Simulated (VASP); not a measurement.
Runs of VASP 6.6.1 on GaP. Symmetry: F-43m, No. 216, cubic system. The conventional cell has a = 5.451 Å, b = 5.451 Å, c = 5.451 Å, α = 90.00°, β = 90.00°, γ = 90.00°. Ga (site symmetry -43m) is surrounded by 4 P at 2.36 Å. P (site symmetry -43m) is surrounded by 4 Ga at 2.36 Å. 

```tsv
k mesh	cutoff (eV)	mesh quality	gap on the mesh (eV)	pressure (GPa)
8 × 8 × 8	520	not flagged	1.64	2.5
10 × 10 × 10	520	not flagged	1.60	2.5
4 × 4 × 4	520	coarse	1.63	(b)
6 × 6 × 6	520	not flagged	(a)	2.5
14 × 14 × 14	520	not flagged	1.59	2.5
8 × 8 × 8	600	not flagged	1.64	2.5
8 × 8 × 8	700	not flagged	1.64	2.5
8 × 8 × 8	400	not flagged	1.64	2.3
```

Alike in all rows: task single point; level PBE; potentials or basis VASP PAW PBE potentials, release 64 (Ga_d, P); no spin polarisation; cell as given; smearing gaussian 0.02 eV.

Q: Fill in the values left out.

A: (a) 1.65; (b) 2.9.

Caveats: some runs use coarse meshes.

A k mesh can miss the band edges, and the runs leave out spin-orbit coupling on Ga.

Not every run made on this cell is shown here.
